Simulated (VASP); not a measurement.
```xyz
3
Lattice="0.0000 3.5202 3.5202 3.5202 0.0000 3.5202 3.5202 3.5202 0.0000" Properties=species:S:1:pos:R:3 pbc="T T T"
Sr     0.0000     0.0000     0.0000
Cl     1.7601     1.7601     1.7601
Cl     5.2802     5.2802     5.2802
```

The numbers are results of PBE GGA, VASP's PBE PAW potentials (set 64) (plane waves; VASP 6.6.1), not measurements. Run with 520 eV cut-off, Gaussian smearing of 0.050 eV, potentials Sr_sv Cl.

**Question.** Give the energies of bands 7 to 15 at the high-symmetry points, in eV from the valence-band maximum.

**Answer.** 
| band | Γ | X | U | L | W |
|---|---|---|---|---|---|
| 7 | -2.03 | -2.65 | -2.46 | -1.49 | -2.38 |
| 8 | -2.03 | -1.81 | -1.84 | -1.49 | -2.15 |
| 9 | -2.03 | -1.81 | -1.66 | -1.45 | -1.17 |
| 10 | -0.33 | -0.38 | -0.68 | -1.27 | -1.17 |
| 11 | -0.33 | -0.38 | -0.52 | -1.01 | -0.30 |
| 12 | -0.33 | 0.00 | -0.10 | -1.01 | -0.10 |
| 13 | 5.23 | 5.51 | 5.95 | 6.68 | 6.21 |
| 14 | 6.10 | 6.96 | 7.05 | 6.68 | 6.96 |
| 15 | 6.10 | 7.53 | 7.26 | 7.41 | 7.15 |

The gap is indirect, 5.23 eV, from the valence maximum at X to the conduction minimum at Γ.

Measured: gap 7.50 eV (computed value off by -2.27 eV), as given by Andrés Aguado et al., Journal of the Physical Society of Japan (1999), arXiv:cond-mat/9901145.

The compound is SrCl2 in the fluorite structure. It was relaxed first.
